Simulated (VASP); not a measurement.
VASP ran on this input.

KPOINTS:
```
k-points along high-symmetry lines
5
Line-mode
Reciprocal
  0.000000   0.000000   0.000000 ! GAMMA
  0.000000   0.000000   0.500000 ! X

  0.000000   0.000000   0.500000 ! X
  0.250000   0.250000   0.250000 ! P

  0.250000   0.250000   0.250000 ! P
  0.000000   0.500000  -0.000000 ! N

  0.000000   0.500000  -0.000000 ! N
  0.000000   0.000000   0.000000 ! GAMMA

  0.000000   0.000000   0.000000 ! GAMMA
  0.500000   0.500000  -0.500000 ! M

  0.500000   0.500000  -0.500000 ! M
  0.291803   0.708197  -0.291803 ! S

 -0.291803   0.291803   0.291803 ! S_0
  0.000000   0.000000   0.000000 ! GAMMA

  0.000000   0.000000   0.500000 ! X
 -0.083607   0.083607   0.500000 ! R

  0.500000   0.500000  -0.083607 ! G
  0.500000   0.500000  -0.500000 ! M
```

### INCAR
```
SYSTEM = MoSi2
PREC = Accurate
ENCUT = 400
EDIFF = 1E-6
NELM = 100
ALGO = Normal
LREAL = .FALSE.
LASPH = .TRUE.
ISMEAR = 1
SIGMA = 0.1
GGA = PE
LMAXMIX = 4
LWAVE = .FALSE.
LCHARG = .FALSE.
ISIF = 2
```

### POSCAR
```
MoSi2
1
   -1.6050000000     1.6050000000     3.9250000000
    1.6050000000    -1.6050000000     3.9250000000
    1.6050000000     1.6050000000    -3.9250000000
Si Mo
2 1
Direct
  0.6650000000   0.6650000000   0.0000000000
  0.3350000000   0.3350000000   0.0000000000
  0.0000000000   0.0000000000   0.0000000000
```

POTCAR, in this order: Si Mo_sv (PBE.64 set). Program: vasp_std.

Output of the run:

standard output:
```
 POSCAR found type information on POSCAR SiMo
 POSCAR found :  2 types and       3 ions
 Reading from existing POTCAR
 Reading from existing POTCAR
 LDA part: xc-table for (Slater+PW92), standard interpolation
 POSCAR, INCAR and KPOINTS ok, starting setup
 WAVECAR not read
 entering main loop
       N       E                     dE             d eps       ncg     rms          rms(c)
DAV:   1     0.974888017534E+02    0.97489E+02   -0.10002E+04  1382   0.114E+03
DAV:   2    -0.211885454178E+02   -0.11868E+03   -0.11731E+03  1707   0.296E+02
DAV:   3    -0.232391364632E+02   -0.20506E+01   -0.20383E+01  1735   0.364E+01
DAV:   4    -0.232513569945E+02   -0.12221E-01   -0.12159E-01  1658   0.302E+00
DAV:   5    -0.232514525589E+02   -0.95564E-04   -0.95560E-04  1707   0.247E-01    0.217E+01
DAV:   6    -0.223445694079E+02    0.90688E+00   -0.84415E+00  1539   0.193E+01    0.501E+00
DAV:   7    -0.222474180187E+02    0.97151E-01   -0.84353E-01  1504   0.601E+00    0.429E+00
DAV:   8    -0.222190857142E+02    0.28332E-01   -0.94587E-02  1539   0.253E+00    0.397E-01
DAV:   9    -0.222188433594E+02    0.24235E-03   -0.16914E-03  1700   0.394E-01    0.244E-01
DAV:  10    -0.222188586157E+02   -0.15256E-04   -0.50130E-04  1609   0.222E-01    0.510E-02
DAV:  11    -0.222188389177E+02    0.19698E-04   -0.17050E-04  1602   0.973E-02    0.132E-02
DAV:  12    -0.222188367323E+02    0.21854E-05   -0.74709E-06  1658   0.173E-02    0.481E-03
DAV:  13    -0.222188365420E+02    0.19034E-06   -0.36576E-07   843   0.379E-03
   1 F= -.22218837E+02 E0= -.22218741E+02  d E =-.287347E-03
```

**OUTCAR**
```
------------------------ aborting loop because EDIFF is reached ----------------------------------------
  FORCE on cell =-STRESS in cart. coord.  units (eV):
  Direction    XX          YY          ZZ          XY          YZ          ZX
  --------------------------------------------------------------------------------------
  Total        1.4493537      1.4493537      2.1468637      0.0000000      0.0000000     -0.0000000
  in kB       57.4163067     57.4163067     85.0482397      0.0000000      0.0000000     -0.0000000
  external PRESSURE =      66.6269511 kB  Pullay stress =       0.0000000 kB
  volume of cell :       40.44
      direct lattice vectors                 reciprocal lattice vectors
    -1.605000000  1.605000000  3.925000000     0.000000000  0.311526480  0.127388535
     1.605000000 -1.605000000  3.925000000     0.311526480  0.000000000  0.127388535
     1.605000000  1.605000000 -3.925000000     0.311526480  0.311526480  0.000000000
 POSITION                                       TOTAL-FORCE (eV/Angst)
 -----------------------------------------------------------------------------------
      0.00000      0.00000      5.22025        -0.000000     -0.000000      1.610931
      0.00000      0.00000      2.62975         0.000000      0.000000     -1.610931
      0.00000      0.00000      0.00000        -0.000000     -0.000000      0.000000
 -----------------------------------------------------------------------------------
    total drift:                                0.000000      0.000000     -0.000000
  FREE ENERGIE OF THE ION-ELECTRON SYSTEM (eV)
  ---------------------------------------------------
  free  energy   TOTEN  =       -22.2188365420 eV

  energy  without entropy=      -22.2185491955  energy(sigma->0) =      -22.21874076
```
(Selected blocks of OUTCAR.)

Problem. The run ends quietly. Is anything wrong with it?

Solution. The cause: a line-mode KPOINTS file was used for a self-consistent run. The run ends without an error. Against the sound run, the energy per atom (σ→0) goes up by 0.346 eV/atom; the pressure increases by 5.35 GPa; the largest force increases by 1.585 eV/Å. To mend it, correct KPOINTS.
KPOINTS:
```
Automatic mesh
0
Gamma
10 10 10
0 0 0
```
The mended run (PBE GGA, plane waves, VASP's PBE PAW potentials (set 64)) converges, and its OSZICAR ends with
```
   1 F= -.23256173E+02 E0= -.23256159E+02  d E =-.428475E-04
```

The compound is MoSi2 in the MoSi2 type structure. The cell was not relaxed at this level.
